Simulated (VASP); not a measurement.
Input:

```xyz
4
Lattice="1.3060 -3.6257 0.0000 1.3060 3.6257 0.0000 0.0000 0.0000 3.1269" Properties=species:S:1:pos:R:3 pbc="T T T"
Fe     1.3060    -2.6119     2.3452
Fe     1.3060     2.6119     0.7817
B      1.3060    -0.5504     2.3452
B      1.3060     0.5504     0.7817
```

The numbers are results of LDA (Ceperley-Alder, Perdew-Zunger), VASP's LDA PAW potentials (set 64) (plane waves; VASP 6.6.1), not measurements. Numerical set-up: 520 eV cut-off, Gaussian smearing of 0.050 eV, potentials Fe B.

Problem. Give the energies of bands 2 to 14 at the high-symmetry points, in eV from the Fermi level.

Solution. 
```tsv
band	Γ	Y	C0	Z	A0	T	S	R
2	-7.41	-9.51	-7.47	-10.69	-8.59	-9.88	-8.11	-8.64
3	-4.50	-4.96	-6.40	-4.76	-5.56	-6.37	-5.67	-5.37
4	-4.21	-4.08	-5.74	-4.76	-5.56	-6.37	-5.54	-5.37
5	-4.12	-3.83	-4.05	-3.42	-4.08	-2.83	-3.87	-4.30
6	-2.60	-3.11	-3.11	-3.42	-4.08	-2.83	-3.65	-4.30
7	-2.53	-2.29	-3.06	-3.08	-3.08	-2.08	-3.36	-3.06
8	-1.56	-1.52	-1.58	-3.08	-3.08	-2.08	-2.10	-3.06
9	-1.23	-1.35	-1.54	-0.76	-0.47	-1.06	-1.40	-0.35
10	-0.94	-1.12	-1.45	-0.76	-0.47	-1.06	-0.40	-0.35
11	-0.56	-0.12	0.12	0.08	0.15	-1.01	0.02	0.39
12	0.14	-0.03	0.38	0.08	0.15	-1.01	0.64	0.39
13	0.31	2.30	0.84	2.09	1.87	0.86	0.79	2.19
14	3.86	2.78	4.04	2.09	1.87	0.86	3.85	2.19
```

It has no gap at this level: it comes out as a metal or semimetal.

The structure comes from a computed database's FeB entry (Cmcm); how it stands against other phases isn't given here. It was relaxed first, which changed the volume by -8 %. The run is not spin-polarised, so no magnetic state was tried.
